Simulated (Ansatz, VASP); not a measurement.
# Cross-check of Hf2CO2 (Hf2CO2 MXene bilayer, AA) between VASP and Ansatz

Wanted: the spread between two codes on one cell, functional and k mesh. The structure shown is the start of the Ansatz relaxation below; VASP solves that cell, so the two are compared at the walk's first step.

Program: Ansatz 0.2.0. Level of theory: plane waves, with VASP 6.6.1 beside it; single point at PBE with D3(BJ). Results are calculated unless marked as measured.

**1. Set-up**

The cell holds 10 atoms: 4 O, 4 Hf and 2 C. Its edges and angles: a = 3.289 Å, b = 3.289 Å, c = 56.606 Å, α = 90.0°, β = 90.0°, γ = 120.0°. Vacuum lies along c.

**2. Ansatz: relaxation, PBE with D3(BJ)**

Ansatz runs on its default PAW (the set named soft_2) files.

The two programs are compared at the cell with which this relaxation starts, whose forces are those of its first step.

The input, input.yaml:

```yaml
crystal:
  lattice:
    - [3.289, 0.0, 0.0]
    - [-1.6445, 2.848357553, 0.0]
    - [0.0, 0.0, 56.6058935935]
  atoms:
    - { symbol: O, position: [0.3333333333, 0.6666666667, 0.3868855098] }
    - { symbol: Hf, position: [0.6666666667, 0.3333333333, 0.4077088119] }
    - { symbol: C, position: [0.0, 0.0, 0.4306349013] }
    - { symbol: Hf, position: [0.3333333333, 0.6666666667, 0.4535609906] }
    - { symbol: O, position: [0.6666666667, 0.3333333333, 0.4743842927] }
    - { symbol: O, position: [0.3333333333, 0.6666666667, 0.5256157073] }
    - { symbol: Hf, position: [0.6666666667, 0.3333333333, 0.5464390094] }
    - { symbol: C, position: [0.0, 0.0, 0.5693650987] }
    - { symbol: Hf, position: [0.3333333333, 0.6666666667, 0.5922911881] }
    - { symbol: O, position: [0.6666666667, 0.3333333333, 0.6131144902] }
  periodic: [true, true, false]
kpoints:
  mp_grid: { grid: [12, 12, 1] }
hamiltonian:
  xc: pbe
  dispersion: d3bj
scf:
  occupations: { method: fermi_dirac, width: 0.05 }
  convergence: { dr2_threshold: 1.0e-09 }
relax:
  f_tol: 0.004
  max_steps: 90
  cell: {}
output:
  write_potential: true
  write_density: true
  volumetric_format: npy
```

Launch:

```bash
ansatz run input.yaml --threads 4 --pin off --max-ram 8192MiB --backend cpu --events-out ev --progress --plain --runs-dir out
```

Numbers of over 12 decimals in the logs are rounded to 6 here.

The log of the run:

```text
Warning: relax.cell: scf.convergence.dr2_threshold = 1e-9 eV is looser than the 1.92267470491e-10 eV advised for a relaxation that steers and ends on the stress (1e-10 eV for each atom of the cell: 10, times the square of relax.cell.stress_2d_tol = 0.05 N/m over 22.8 Å (the atoms' height at the walk's start and 5 Å past either face), 2.192e-2 GPa, over a crystal's default 0.05). What an SCF threshold leaves in a stress goes as its square root, and in the free energy as the threshold itself, and one threshold admits the most on a small cell: [figures from the program's tests cut] Set scf.convergence.dr2_threshold to 1.92267470491e-10 eV or tighter. [rest of the remark cut]
Engine: ansatz 0.2.0, x86_64-unknown-linux-gnu
Pseudopotentials: kind: paw
Pseudopotential: O, paw, valence charge 6, recommended cutoff 420 eV (normal), O.paw.azcp
Pseudopotential: Hf, paw, valence charge 26, recommended cutoff 420 eV (normal), Hf.paw.azcp
Pseudopotential: C, paw, valence charge 4, recommended cutoff 420 eV (normal), C.paw.azcp
Functional definition: PBE
  parameter kappa = 0.804
  parameter beta = 0.066725
  exchange = pbe_x(kappa = kappa, mu = beta*pi^2/3)
  correlation = pbe_c(beta = beta)
Crystal: 10 atoms, lattice volume = 530.298 Å³
Basis set: ecut = 420 eV, 10533 PW (Γ), exchange–correlation on 48×48×768 points (8 copies of the dense FFT grid, shifted against one another)
Bands: 82, of which v1, the nominal top of the filled ones, is band 68 counted from 1 (67 counted from 0)
Symmetry: 12 space group operations
Space group: P-3m1 (ITA 164), of the structure as read, at distance tolerance 8.1e-5 Å
k-points: 19 of 144
Non-local potential: O, projectors of the file, l = 0: 2, l = 1: 2, l = 2: 1
Non-local potential: Hf, projectors of the file, l = 0: 3, l = 1: 2, l = 2: 2, l = 3: 3
Non-local potential: C, projectors of the file, l = 0: 2, l = 1: 2, l = 2: 1
PAW form: soft (Blöchl's): semilocal exchange-correlation on the pseudo side does not see the compensation charge
PAW one-centre angular grid: O, 110 points (default); XC on 64 Gauss nodes
PAW one-centre angular grid: Hf, 590 points (default); XC on 64 Gauss nodes
PAW one-centre angular grid: C, 110 points (default); XC on 64 Gauss nodes
Initial density: superposition of atomic densities (neutral atoms: chi_scale 0, normalization atom), corrected by the library's trained network
Initial wavefunctions: pseudopotential atomic-orbital guess
Functional: x = pbe(κ = 0.804, μ = 0.219515), c = pbe(β = 0.066725)
SCF iter   1: F=—  HF=-65670.008686 eV  |F-HF|=—  |Δ(HF+E_count)|=         —  Δρ=3.15e-3  dr2=6.65e-2  ethr=1.77e-3  ⟨swp⟩=9.8  Hψ=8471  notcnv=0  defer=50
preconditioner: auto → Resta (q_TF=auto, 2.175 Å⁻¹)  ε∞=2.1  [insulator: Δε(μ)=0.803 eV  Ē_g=17.240 eV  σ=0.050 eV  W_gap=1.00  n_scr=38 (ndim 8)  ℏωp=18.2 eV  f_vac=0.736  D(μ)=0.00/eV (n_scr^D=0)  ε∞_Penn≈2.1  vacuum switching on, ρ_ref=2.2e-2 e/Å³]
SCF iter   2: F=—  HF=-65670.001355 eV  |F-HF|=—  |Δ(HF+E_count)|=   7.33e-3  Δρ=2.05e-3  dr2=4.44e-2  ethr=4.89e-5  ⟨swp⟩=3.8  Hψ=4155  notcnv=0  defer=150
SCF iter   3: F=—  HF=-65670.001090 eV  |F-HF|=—  |Δ(HF+E_count)|=   2.65e-4  Δρ=1.59e-3  dr2=4.99e-2  ethr=3.26e-5  ⟨swp⟩=3.0  Hψ=2892  notcnv=0  defer=150
SCF iter   4: F=—  HF=-65669.997177 eV  |F-HF|=—  |Δ(HF+E_count)|=   3.91e-3  Δρ=5.50e-4  dr2=1.63e-3  ethr=3.26e-5  ⟨swp⟩=2.9  Hψ=1974  notcnv=0  defer=150
SCF iter   5: F=—  HF=-65669.997144 eV  |F-HF|=—  |Δ(HF+E_count)|=   3.22e-5  Δρ=2.12e-4  dr2=3.01e-4  ethr=1.20e-6  ⟨swp⟩=3.8  Hψ=3766  notcnv=0  defer=150
SCF iter   6: F=—  HF=-65669.997132 eV  |F-HF|=—  |Δ(HF+E_count)|=   1.29e-5  Δρ=9.59e-5  dr2=4.41e-5  ethr=2.21e-7  ⟨swp⟩=3.5  Hψ=3151  notcnv=0  defer=150
SCF iter   7: F=—  HF=-65669.997149 eV  |F-HF|=—  |Δ(HF+E_count)|=   1.79e-5  Δρ=4.55e-5  dr2=9.45e-6  ethr=3.24e-8  ⟨swp⟩=3.3  Hψ=3207  notcnv=0  defer=150
SCF iter   8: F=—  HF=-65669.997196 eV  |F-HF|=—  |Δ(HF+E_count)|=   4.63e-5  Δρ=1.55e-5  dr2=1.00e-6  ethr=6.95e-9  ⟨swp⟩=3.3  Hψ=3391  notcnv=0  defer=150
SCF iter   9: F=—  HF=-65669.997196 eV  |F-HF|=—  |Δ(HF+E_count)|=   3.10e-7  Δρ=6.39e-6  dr2=1.97e-7  ethr=7.38e-10  ⟨swp⟩=3.6  Hψ=3730  notcnv=0  defer=150
SCF iter  10: F=—  HF=-65669.997196 eV  |F-HF|=—  |Δ(HF+E_count)|=   1.03e-7  Δρ=1.91e-6  dr2=1.45e-8  ethr=1.45e-10  ⟨swp⟩=3.3  Hψ=3613  notcnv=0  defer=150
[...]
WARN: The output density's exchange-correlation potential varies sharply where the density is thin. Do not read a vacuum level from v_tot or v_xc, or from such a field of the output density. On a cell that repeats whose density bears no net charge and no dipole along the vacuum's axis use v_es (v_loc + v_h of the components); under efield.dipole_correction with no amplitude use v_es + v_field, which holds any externa [...]
SCF converged after 8 iterations
an eigenvalue changed by more than its tolerance at an iteration that met the thresholds in force, so the SCF went on 2 times, its first undamped step at iteration 7: the last check found none over its tolerance
Free energy (F): -65672.057718 eV
Harris-Foulkes:  -65672.057718 eV  (|F-HF|=1.75e-9)
Internal energy: -65672.057699 eV  (E = F + TS)
E sigma→0 (E₀):  -65672.057709 eV
Entropy (-TS):   -0.000019 eV (-0.002 meV/atom)
Fermi energy:    -4.931065 eV
--- Per-component energies (eV) ---
  E_band       = -2927.237484
  E_kinetic    = 2565.886022
  E_local      = -1822838.736066  (includes V_loc(G=0)·N_el)
  E_nonlocal   = -4728.159643
  E_hartree    = 909047.974088
  E_xc         = -1592.823919
  E_vxc        = -1562.568645  (∫ρ·V_xc dr)
  E_paw        = -28539.688012  (= ΣΔE_a)
  E_vpaw       = 5540.382758  (= ΣTr[D̂ρ^β])
  E_aug_tail   = 0.009843  (compensation charges beyond the density's cutoff)
  E_ewald      = 880415.775863
  E_disp       = -2.295875  (pairwise vdW)
  E_smearing   = -0.000019  (= −TS)
  E_closure    = -0.000000  (closes the sum)
  Σ components = -65672.057718   (vs F -65672.057718, Δ=0.00e0)
--- Forces (eV/Å), atoms counted from 1 ---
  atom   1  O      0.00000000    -0.00000000    -0.00002066
  atom   2  Hf     0.00000000    -0.00000000     0.00036966
  atom   3  C      0.00000000    -0.00000000     0.00002629
  atom   4  Hf    -0.00000000     0.00000000     0.00006193
  atom   5  O      0.00000000     0.00000000     0.00019604
  atom   6  O     -0.00000000    -0.00000000    -0.00019604
  atom   7  Hf     0.00000000    -0.00000000    -0.00006193
  atom   8  C      0.00000000     0.00000000    -0.00002629
  atom   9  Hf     0.00000000     0.00000000    -0.00036966
  atom  10  O      0.00000000     0.00000000     0.00002066
  max |Σ_I F_I| component: 3.71e-17 eV/Å
--- 2D stress c σ (N/m, compression-positive) ---
        0.037664      -0.000000       0.000000
        0.000000       0.037664       0.000000
        0.000000       0.000000       0.000000
  P = ½ c Tr σ = 0.0377 N/m
--- Band table (eV; the first three rows and the last of 19) ---
  k-point 0: bands = [... 64 lower, -5.3548, -5.3548, -5.3100, -5.3100, -3.2008, -3.2008, -3.0493, -3.0493, ... 10 higher]
  k-point 1: bands = [... 64 lower, -5.8661, -5.7990, -5.6476, -5.5257, -3.2020, -3.1622, -2.9044, -2.7001, ... 10 higher]
  k-point 2: bands = [... 64 lower, -6.3470, -6.1946, -6.1054, -5.9744, -3.5794, -3.4197, -2.3320, -2.3043, ... 10 higher]
  k-point 18: bands = [... 64 lower, -7.7471, -7.7245, -7.6894, -7.6894, -2.9218, -2.7927, -1.8483, -1.8483, ... 10 higher]
  the weakly bound empty levels are not read free of the cell's end (no_gap_told)
--- Relaxed structure (16 steps of the walk, 12 accepted, 1 SCFs on fresh bases) ---
  F+E_penalty+E_count = -65672.05771828 eV   max|allowed force component| = 3.697e-4 eV/Å   (the final SCF, on the basis selected at the relaxed cell)
  cell:  # Å, volume = 532.8632 Å³
    - [3.296945, 0, 0]
    - [-1.648473, 2.855238, 0]
    - [0, 0, 56.6058935935]
  atoms:
    - { symbol: O, position: [0.333333, 0.666667, 0.404698] }
    - { symbol: Hf, position: [0.666667, 0.333333, 0.420961] }
    - { symbol: C, position: [9.251604910044675e-18, 0, 0.445160] }
    - { symbol: Hf, position: [0.333333, 0.666667, 0.469410] }
    - { symbol: O, position: [0.666667, 0.333333, 0.484795] }
    - { symbol: O, position: [0.333333, 0.666667, 0.515205] }
    - { symbol: Hf, position: [0.666667, 0.333333, 0.530590] }
    - { symbol: C, position: [-9.251604910044812e-18, 0, 0.554840] }
    - { symbol: Hf, position: [0.333333, 0.666667, 0.579039] }
    - { symbol: O, position: [0.666667, 0.333333, 0.595302] }
```

(Part 1 of 2 ends here.)

[Lines on the potential files, build, host, timing and source positions are cut from VASP's logs without a mark.]

[Logs are printed without paths, hosts, clocks, repeated set-up lines and the standing remarks that a program may print on its own settings, such as how far it seeks lower states.]

[Hosts, paths, dates, database ids (printed as entryN), source tags and the programs' standing remarks are cut or masked in the printed files.]
